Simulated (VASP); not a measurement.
Consider the following.

```
Zr
1.0
    1.47274    -2.55086     0.00000
    1.47274     2.55086     0.00000
    0.00000     0.00000     4.96224
Zr
2
Direct
  0.33333   0.66667   0.25000
  0.66667   0.33333   0.75000
```

All values below come from LDA (Ceperley-Alder, Perdew-Zunger), VASP's LDA PAW potentials (set 64) (plane waves; VASP). Settings: 500 eV cut-off, 14×14×8 Γ-centred mesh, first-order Methfessel-Paxton smearing of 0.10 eV, potentials Zr_sv.

Energy and stress use the plane-wave basis of the starting cell.

Task: The ions, cell shape and volume at an external pressure of 30.0 GPa are relaxed. Which structure does the run end with?

Result: 
```
Zr
1.0
    1.42806    -2.47346     0.00000
    1.42806     2.47346     0.00000
    0.00000     0.00000     4.97141
Zr
2
Direct
  0.33333   0.66667   0.25000
  0.66667   0.33333   0.75000
```
Space group P6_3/mmc (194), at a tolerance of 0.03 Å.

Task: How do energy and volume change from the first to the last step?

Result: The energy (σ→0) changes by +167.4 meV/atom and the volume by -5.8 %, in 11 ionic steps.

The compound is Zr in the hcp structure. This run relaxes it under an external pressure of 30 GPa. Symmetry was kept, so distortions that lower it aren't found.
